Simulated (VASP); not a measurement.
Data:

```
CELL_PARAMETERS angstrom
      3.61094     0.00000     0.00000
     -1.80547     3.12717     0.00000
      0.00000     0.00000    30.94913
ATOMIC_POSITIONS crystal
  S  0.66667 0.33333 0.26211
  S  0.33333 0.66667 0.35604
  S  0.66667 0.33333 0.45305
  S  0.33333 0.66667 0.54695
  S  0.66667 0.33333 0.64396
  S  0.33333 0.66667 0.73789
  Hf 0.00000 0.00000 0.30912
  Hf 0.00000 0.00000 0.50000
  Hf 0.00000 0.00000 0.69088
```

These are HSE06 screened hybrid (exact exchange on a k-mesh reduced by 3x3x1), VASP's PBE PAW potentials (set 64) (plane waves; VASP 6.6.1) values and carry that method's errors. Run with PREC = Normal, EDIFF = 1E-5, 400 eV cut-off, 12×12×1 Γ-centred mesh, Gaussian smearing of 0.050 eV, potentials S Hf_pv.

Exact exchange is summed on a reduced mesh (NKRED).

### Question
What does the run give for the energy per atom (σ→0)?

### Answer

| Quantity | Result |
|---|---|
| energy per atom (σ→0) | -9.006 eV/atom |

Total energies compare only between runs with the same potentials, cut-off and functional.

The cell is a sheet with vacuum, built from HfS2 (1T layered). The cell's shape comes from a PBE relaxation.
